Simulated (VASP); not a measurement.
# LuAl3N4 (P1) in VASP: relaxation of cell and atoms with PBE

Aim: the relaxation of cell and atoms of LuAl3N4 with PBE.

Everything below comes from runs of VASP 6.6.1. Logs are shortened: lines on timing, memory, paths and dates and some standing lists are left out, and cuts for length are marked.

**1. The crystal as given**

The typed cell holds 16 atoms: a = 6.686 Å, b = 5.596 Å, c = 5.149 Å, α = 89.77°, β = 90.41°, γ = 88.89°.

The cell was built by a generator and needn't be a form met in nature.

**2. Relaxation of cell and atoms, PBE**

The input, INCAR:

```
SYSTEM = LuAl3N4
PREC = Normal
ENCUT = 520
EDIFF = 1E-5
ISMEAR = 0
SIGMA = 0.05
LREAL = Auto
LASPH = .TRUE.
NELM = 80
ALGO = Fast
ISIF = 3
LWAVE = .FALSE.
LCHARG = .FALSE.
GGA = PE
IBRION = 2
NSW = 110
EDIFFG = -0.03
ISYM = 0
KPAR = 2
```

The input, KPOINTS:

```
Automatic mesh
0
G
  3 3 4
  0 0 0
```

The input, POSCAR:

```
LuAl3N4
1.0
    6.6853193000      0.0639053100     -0.0236786500
    0.0550526600      5.5960900300      0.0115047800
   -0.0185005300      0.0104343200      5.1494034900
Lu Al N
2 6 8
Direct
    0.4835682200      0.8489674800      0.9721853500
    0.0163851500      0.1601007200      0.4930593200
    0.4994978500      0.1968948400      0.4869812400
    0.9922455200      0.8033325500      0.9910031300
    0.7514077200      0.6626897700      0.4932100500
    0.2526724900      0.6526133200      0.4899064300
    0.2433478300      0.3546074800      0.0025412900
    0.7475661300      0.3301041800      0.9904899000
    0.4927507200      0.1975198900      0.8626736700
    0.9839787400      0.7901386100      0.3715354600
    0.7813415200      0.6359736400      0.8551971100
    0.2196092500      0.6433563000      0.8682197500
    0.4948678900      0.8391754500      0.4217442300
    0.2717084300      0.3474745000      0.3680376900
    0.7342386000      0.3530346100      0.3409090900
    0.9884463200      0.1587623500      0.9213784500
```

Potentials or basis: VASP PAW PBE potentials, release 64 (Lu, Al, N).

Launch:

```sh
> cat potpaw_PBE.64/Lu/POTCAR potpaw_PBE.64/Al/POTCAR potpaw_PBE.64/N/POTCAR > POTCAR
> mpirun -np 2 vasp_std > vasp.out
```

OUTCAR:

```text
SYSTEM = LuAl3N4
   PREC = Normal
   ENCUT = 520
   EDIFF = 1E-5
   ISMEAR = 0
   LREAL = Auto
   LASPH = .TRUE.
   NELM = 80
   ISIF = 3
   GGA = PE
   IBRION = 2
   NSW = 110
   EDIFFG = -0.03
   ISYM = 0

 ion  position               nearest neighbor table
   1  0.484  0.849  0.972-   9 2.03  12 2.19  13 2.32  11 2.38   6 3.13   3 3.17   5 3.22   7 3.23
                             7 3.23   8 3.25   6 3.29   3 3.30   4 3.30   5 3.37   8 3.37   4 3.41
   2  0.016  0.160  0.493-  14 2.12  10 2.18  16 2.21  15 2.29   7 3.16   6 3.20   6 3.22   7 3.23
                             3 3.24   4 3.25   8 3.27   8 3.27   4 3.28   5 3.29   5 3.33   3 3.46
   3  0.499  0.197  0.487-  14 1.83   9 1.94  15 1.96  13 2.03   6 3.01   7 3.13   5 3.13   8 3.15
                             1 3.17   8 3.17   2 3.24   7 3.28   1 3.30   2 3.46
   4  0.992  0.803  0.991-  11 1.84  12 1.86  10 1.96  16 2.02   7 2.99   5 3.13   8 3.14   5 3.16
                             6 3.19   6 3.23   2 3.25   2 3.28   1 3.30   8 3.34   1 3.41
   5  0.751  0.663  0.493-  10 1.84  11 1.88  15 1.91  13 1.99   4 3.13   3 3.13   8 3.16   4 3.16
                             8 3.19   1 3.22   2 3.29   2 3.33   6 3.34   6 3.35   1 3.37
   6  0.253  0.653  0.490-  14 1.82  12 1.96  13 1.98  10 2.03   3 3.01   7 3.02   7 3.12   1 3.13
                             4 3.19   2 3.20   2 3.22   4 3.23   1 3.29   5 3.34   5 3.35
   7  0.243  0.355  0.003-  12 1.76  14 1.89   9 2.01  16 2.08   4 2.99   6 3.02   6 3.12   3 3.13
                             2 3.16   2 3.23   1 3.23   1 3.23   3 3.28   8 3.32
   8  0.748  0.330  0.990-  15 1.81  11 1.86  16 1.89   9 1.98   4 3.14   3 3.15   5 3.16   3 3.17
                             5 3.19   1 3.25   2 3.27   2 3.27   7 3.32   4 3.34   1 3.37
   9  0.493  0.198  0.863-   3 1.94   8 1.98   7 2.01   1 2.03
  10  0.984  0.790  0.372-   5 1.84   4 1.96   6 2.03   2 2.18
  11  0.781  0.636  0.855-   4 1.84   8 1.86   5 1.88   1 2.38
  12  0.220  0.643  0.868-   7 1.76   4 1.86   6 1.96   1 2.19
  13  0.495  0.839  0.422-   6 1.98   5 1.99   3 2.03   1 2.32
  14  0.272  0.347  0.368-   6 1.82   3 1.83   7 1.89   2 2.12
  15  0.734  0.353  0.341-   8 1.81   5 1.91   3 1.96   2 2.29
  16  0.988  0.159  0.921-   8 1.89   4 2.02   7 2.08   2 2.21

IMPORTANT INFORMATION: All symmetrisations will be switched off!
NOSYMM: (Re-)initialisation of all symmetry stuff for point group C_1.

----------------------------------------------------------------------------------------

                                     Primitive cell

  volume of cell :     192.6263

  direct lattice vectors                    reciprocal lattice vectors
     6.685319300  0.063905310 -0.023678650     0.149597480 -0.001472806  0.000540451
     0.055052660  5.596090030  0.011504780    -0.001709638  0.178713772 -0.000368273
    -0.018500530  0.010434320  5.149403490     0.000691718 -0.000406054  0.194200559

  length of vectors
     6.685666662  5.596372645  5.149447295     0.149605706  0.178722329  0.194202215

  position of ions in fractional coordinates (direct lattice)
     0.483568220  0.848967480  0.972185350
     0.016385150  0.160100720  0.493059320
     0.499497850  0.196894840  0.486981240
     0.992245520  0.803332550  0.991003130
     0.751407720  0.662689770  0.493210050
     0.252672490  0.652613320  0.489906430
[... 8 lines left out ...]
     0.734238600  0.353034610  0.340909090
     0.988446320  0.158762350  0.921378450

  ion indices of the primitive-cell ions
   primitive index   ion index
                 1           1
                 2           2
                 3           3
                 4           4
                 5           5
                 6           6
[... 8 lines left out ...]
                15          15
                16          16

----------------------------------------------------------------------------------------

 KPOINTS: Automatic mesh

Automatic generation of k-mesh.
 Grid dimensions read from file:
 generate k-points for:    3    3    4

 Generating k-lattice:

  Cartesian coordinates                     Fractional coordinates (reciprocal lattice)
     0.049865827 -0.000490935  0.000180150     0.333333333  0.000000000  0.000000000
    -0.000569879  0.059571257 -0.000122758     0.000000000  0.333333333  0.000000000
     0.000172930 -0.000101514  0.048550140    -0.000000000 -0.000000000  0.250000000

  Length of vectors
     0.049868569  0.059574110  0.048550554

  Shift w.r.t. Gamma in fractional coordinates (k-lattice)
     0.000000000  0.000000000  0.000000000

 Subroutine IBZKPT returns following result:
 ===========================================

 Found     19 irreducible k-points:

 Following reciprocal coordinates:
            Coordinates               Weight
  0.000000  0.000000  0.000000      1.000000
  0.333333  0.000000  0.000000      2.000000
 -0.000000  0.333333 -0.000000      2.000000
  0.333333  0.333333 -0.000000      2.000000
 -0.333333  0.333333 -0.000000      2.000000
  0.000000 -0.000000  0.250000      2.000000
[... 11 lines left out ...]
  0.333333  0.333333  0.500000      2.000000
 -0.333333  0.333333  0.500000      2.000000
   k-points           NKPTS =     19   k-points in BZ     NKDIM =     19   number of bands    NBANDS=     64
   number of dos      NEDOS =    301   number of ions     NIONS =     16
   total plane-waves  NPLWV =  38400
   dimension x,y,z NGX =    40 NGY =   32 NGZ =   30
   dimension x,y,z NGXF=    80 NGYF=   64 NGZF=   60
   ions per type =               2   6   8
   NGX,Y,Z   is equivalent  to a cutoff of   9.95,  9.51,  9.69 a.u.
   NGXF,Y,Z  is equivalent  to a cutoff of  19.89, 19.01, 19.37 a.u.
 SYSTEM =  LuAl3N4
   PREC   = normal    normal or accurate (medium, high low for compatibility)
   ISTART =      0    job   : 0-new  1-cont  2-samecut
   ICHARG =      2    charge: 1-file 2-atom 10-const
   ISPIN  =      1    spin polarized calculation?
   LNONCOLLINEAR =      F non collinear calculations
   LSORBIT =      F    spin-orbit coupling
   LASPH  =      T    aspherical Exc in radial PAW
   ENCUT  =  520.0 eV  38.22 Ry    6.18 a.u.  12.43 10.41  9.57*2*pi/ulx,y,z
   NELM   =     80;   NELMIN=  2; NELMDL= -5     # of ELM steps
   EDIFF  = 0.1E-04   stopping-criterion for ELM
   LREAL  =      T    real-space projection
   EDIFFG = -.3E-01   stopping-criterion for IOM
   NSW    =    110    number of steps for IOM
   IBRION =      2    ionic relax: 0-MD 1-quasi-New 2-CG
   NFREE  =      1    steps in history (QN), initial steepest desc. (CG)
   ISIF   =      3    stress and relaxation
   ISYM   =      0    0-nonsym 1-usesym 2-fastsym
   POTIM  = 0.5000    time-step for ionic-motion
   TEBEG  =    0.0;   TEEND  =   0.0 temperature during run
   PSTRESS=    0.0 pullay stress
   NELECT =     108.0000    total number of electrons
   NUPDOWN=      -1.0000    fix difference up-down
   EMIN   =  10.00;   EMAX   =-10.00  energy-range for DOS
   EFERMI =   0.00;   METHOD = LEGACY
   ISMEAR =     0;   SIGMA  =   0.05  broadening in eV -4-tet -1-fermi 0-gaus
   EFERMI_NEDOS =   21; number of points for ismear=-14 and -15
   IALGO  =     68    algorithm
   IMIX   =      4    mixing-type and parameters
     AMIX     =   0.40;   BMIX     =  1.00
     AMIX_MAG =   1.60;   BMIX_MAG =  1.00
  volume/ion in A,a.u.               =      12.04        81.24
  Fermi-wavevector in a.u.,A,eV,Ry     =   1.349929  2.550996 24.794007  1.822308
  Thomas-Fermi vector in A             =   2.477475
   LORBIT       =      0    0 simple, 1 ext, 2 COOP (PROOUT), +10 PAW based schemes
   GGA     = PE    functional components
   LHFCALC =     F    Hartree Fock is set to
   AEXX    =    0.0000 exact exchange contribution
   IVDW    =     0    specifies the selected vdW correction
   LEPSILON=     F    determine dielectric tensor
   LRPA    =     F    only Hartree local field effects (RPA)
 conjugate gradient relaxation of ions
 non-spin polarized calculation
 RMM-DIIS sequential band-by-band and
 Gauss-broadening in eV      SIGMA  =   0.05
  energy-cutoff  :      520.00
  volume of cell :      192.63
 maximum number of plane-waves:      5211
   NGX = 25   NGY = 21   NGZ = 19

--------------------------------------- Ionic step        1  -------------------------------------------

 number of electron     107.9999998 magnetization

 Free energy of the ion-electron system (eV)
  ---------------------------------------------------
  ext. energy  EPLUGINS =         0.00000000
  ---------------------------------------------------
  free energy    TOTEN  =      -119.09178731 eV

  energy without entropy =     -119.09178731  energy(sigma->0) =     -119.09178731

------------------------ aborting loop EDIFF was not reached (unconverged)  ----------------------------

  FORCE on cell =-STRESS in cart. coord.  units (eV):
  Direction    XX          YY          ZZ          XY          YZ          ZX
  --------------------------------------------------------------------------------------
  -------------------------------------------------------------------------------------
  Total       -4.7455055      8.4393739      0.6990079      0.6227309     -2.2925091     -0.3032538
  in kB      -39.4709458     70.1948552      5.8140282      5.1795906    -19.0680431     -2.5223263
  external PRESSURE =      12.1793126 kB  Pullay stress =       0.0000000 kB
[... 37 lines left out ...]
--------------------------------------- Ionic step        2  -------------------------------------------

 number of electron     107.9999999 magnetization

------------------------ aborting loop EDIFF was not reached (unconverged)  ----------------------------

  FORCE on cell =-STRESS in cart. coord.  units (eV):
  Direction    XX          YY          ZZ          XY          YZ          ZX
  --------------------------------------------------------------------------------------
  -------------------------------------------------------------------------------------
  Total       -3.1058523     -9.8887625     -2.8897817     -2.6294509      1.6643999      0.7583224
  in kB      -25.5052560    -81.2065080    -23.7308844    -21.5930487     13.6680501      6.2273425
  external PRESSURE =     -43.4808828 kB  Pullay stress =       0.0000000 kB
[... 81 lines left out ...]
  FREE ENERGIE OF THE ION-ELECTRON SYSTEM (eV)
  ---------------------------------------------------
  free  energy   TOTEN  =      -120.0893842936 eV

  energy  without entropy=     -120.0893842936  energy(sigma->0) =     -120.08938429

[... ionic steps 4 to 21 ...]

--------------------------------------- Ionic step       22  -------------------------------------------

 number of electron     107.9999966 magnetization

------------------------ aborting loop because EDIFF is reached ----------------------------------------
[... 95 lines left out ...]
--------------------------------------- Ionic step       24  -------------------------------------------

 number of electron     107.9999966 magnetization

 Free energy of the ion-electron system (eV)
  ---------------------------------------------------
  ext. energy  EPLUGINS =         0.00000000
  ---------------------------------------------------
  free energy    TOTEN  =      -120.27723191 eV

  energy without entropy =     -120.27723191  energy(sigma->0) =     -120.27723191

 E-fermi :   4.7780     XC(G=0): -10.9654

 val. band max:        4.4579385511   @ k =   0.3333   0.3333  -0.0000
 cond. band min:       7.6658715099   @ k =   0.0000   0.0000   0.0000
 fundamental gap:      3.2079329588
 Fermi energy:         4.7779731574

 k-point     1 :       0.0000    0.0000    0.0000
  band No.  band energies     occupation
      1     -49.1123      2.00000
      2     -49.1105      2.00000
      3     -20.0196      2.00000
      4     -19.9987      2.00000
      5     -19.9756      2.00000
      6     -19.9732      2.00000
[... 1305 lines left out ...]
  FREE ENERGIE OF THE ION-ELECTRON SYSTEM (eV)
  ---------------------------------------------------
  free  energy   TOTEN  =      -120.2772319053 eV

  energy  without entropy=     -120.2772319053  energy(sigma->0) =     -120.27723191

 reached required accuracy - stopping structural energy minimisation
```

It took 18 min on 2 MPI ranks of Intel Xeon 6975P-C (Granite Rapids), shared host; peak memory 0.29 GiB.

Results:

```
Free energy                            : -120.2772 eV
Relaxed volume                         : 12.01 Å³/atom
Relaxed cell                           : a = 6.585 Å, b = 5.672 Å, c = 5.145 Å, α = 90.00°, β = 90.00°, γ = 89.91°
Space group after relaxing (to 0.05 Å) : Pmn2_1 (No. 31)
Energy gained by relaxing              : 74.1 meV/atom
Ionic steps                            : 24
Pressure after relaxing                : 0.1 GPa
Largest force after relaxing           : 0.019 eV/Å
Band gap on the k mesh                 : 3.21 eV, indirect (least direct gap 3.23 eV)
```

Forces on the atoms (eV/Å):
```
Lu   0.019 -0.003  0.000
Lu  -0.017  0.004  0.003
Al  -0.011  0.003 -0.004
Al   0.003 -0.004  0.000
Al  -0.003 -0.006  0.003
Al   0.007  0.011  0.002
Al   0.009 -0.001  0.006
Al  -0.002 -0.004  0.008
N   -0.009 -0.002  0.000
N    0.010 -0.006  0.004
N   -0.001  0.010 -0.004
N    0.005  0.001 -0.004
N    0.000 -0.005 -0.009
N    0.000  0.004 -0.003
N    0.001 -0.013 -0.002
N   -0.009  0.010 -0.001
```

Stress tensor (GPa, compression positive):
```
 0.03 -0.05  0.01
-0.05  0.11  0.00
 0.01  0.00  0.02
```

The path:
```csv
step,energy change (eV),largest force (eV/Å),pressure (GPa),volume (Å³)
1,0.0000,3.1935,1.22,192.63
2,-0.8018,1.5222,-4.35,195.10
3,-0.9976,0.8090,-2.43,194.31
4,-1.1095,0.6058,2.09,189.73
5,-1.1136,0.6242,1.67,190.46
6,-1.1637,0.2146,-0.39,192.32
7,-1.1638,0.2149,0.20,192.32
8,-1.1755,0.1440,-0.62,192.89
9,-1.1758,0.1312,-0.54,192.96
10,-1.1815,0.0961,-0.13,192.15
11,-1.1806,0.1128,0.56,191.61
12,-1.1816,0.1012,0.33,191.94
13,-1.1838,0.0660,-0.03,192.17
14,-1.1838,0.0662,0.11,192.18
15,-1.1846,0.0380,-0.15,192.43
16,-1.1846,0.0411,-0.06,192.40
17,-1.1846,0.0323,-0.23,192.41
18,-1.1846,0.0428,-0.15,192.40
19,-1.1850,0.0361,0.00,192.22
20,-1.1851,0.0385,0.15,192.18
21,-1.1853,0.0320,-0.18,192.28
22,-1.1853,0.0316,0.04,192.26
23,-1.1853,0.0317,-0.08,192.27
24,-1.1854,0.0191,0.05,192.18
```

Final structure:
```
Lu Al N
1.0
     6.58527    0.00610   -0.00013
     0.00352    5.67205    0.00013
     0.00047    0.00007    5.14516
Lu Al N
2 6 8
Direct
  0.49632 0.83592 0.97781
  0.99778 0.16087 0.47774
  0.49764 0.18482 0.49352
  0.99666 0.81208 0.99330
  0.74715 0.65830 0.49303
  0.24668 0.65792 0.49285
  0.24738 0.33871 0.99291
  0.74717 0.33871 0.99302
  0.49755 0.20908 0.86318
  0.99670 0.78788 0.36299
  0.77063 0.64879 0.86093
  0.22276 0.64849 0.86056
  0.49670 0.84386 0.42300
  0.27135 0.34815 0.36059
  0.72360 0.34824 0.36090
  0.99757 0.15292 0.92276
```

Caveat: spin-orbit coupling is left out, which moves the levels of the heavy elements; an odd mesh through Γ misses points on the zone boundary, where band edges often lie.
